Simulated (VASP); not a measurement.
Runs of VASP 6.6.1 on Pb. It takes space group Fm-3m (No. 225, cubic). The conventional cell has a = 4.935 Å, b = 4.935 Å, c = 4.935 Å, α = 90.00°, β = 90.00°, γ = 90.00°. Around Pb (site symmetry m-3m) lie 12 Pb at 3.49 Å. 

```tsv
level	k mesh	cutoff (eV)	smearing	gap on the mesh (eV)	pressure (GPa)
r2SCAN	14 × 14 × 14	520	gaussian 0.1 eV	none	(a)
PBEsol	14 × 14 × 14	900	gaussian 0.1 eV	none	0.0
PBEsol	22 × 22 × 22	520	gaussian 0.1 eV	none	-0.1
PBEsol	14 × 14 × 14	700	gaussian 0.1 eV	none	0.0
PBEsol	14 × 14 × 14	520	gaussian 0.5 eV	none	0.0
```

Alike in all rows: task single point; potentials or basis VASP PAW PBE potentials, release 64 (Pb_d); no spin polarisation; cell as given.

Problem. Estimate the missing entries.

Solution. (a) 1.8.

Caveats: the PAW data sets were made with another functional, which shifts forces and pressure a little.

A k mesh can miss the band edges, and the runs leave out spin-orbit coupling on Pb.

A gap of «none» marks a metal or a gap under the smearing width.
